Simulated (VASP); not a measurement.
The system is CuI.

```
Cu I
1.0
     0.00000    3.03150    3.03150
     3.03150    0.00000    3.03150
     3.03150    3.03150    0.00000
Cu I
1 1
Cartesian
  4.5473 4.5473 4.5473
  0.0000 0.0000 0.0000
```

Base run:

* Program: VASP 6.6.1
* Functional: r2SCAN
* Potentials or basis: VASP PAW PBE potentials, release 64 (Cu, I)
* Cutoff: 520 eV
* k mesh: 8 × 8 × 8
* Occupations: fermi-dirac, width 0.05 eV
* Spin: no spin polarisation

Its results: band gap on the k mesh 1.62 eV, direct; pressure -0.8 GPa.

Q: The run is repeated on the same cell with these changes: functional from r2SCAN to PBE. What comes out?

A: Band gap on the k mesh 1.14 eV, direct; pressure 0.7 GPa.

r2SCAN gives the wider gap, since meta-GGAs in the generalised Kohn-Sham scheme recover part of the derivative discontinuity.

Caveats: spin-orbit coupling is left out, which moves the levels of the heavy elements; the PAW data sets were made with another functional, which shifts forces and pressure a little (some runs).

A k mesh can miss the band edges.

Not every run made on this cell is shown here.
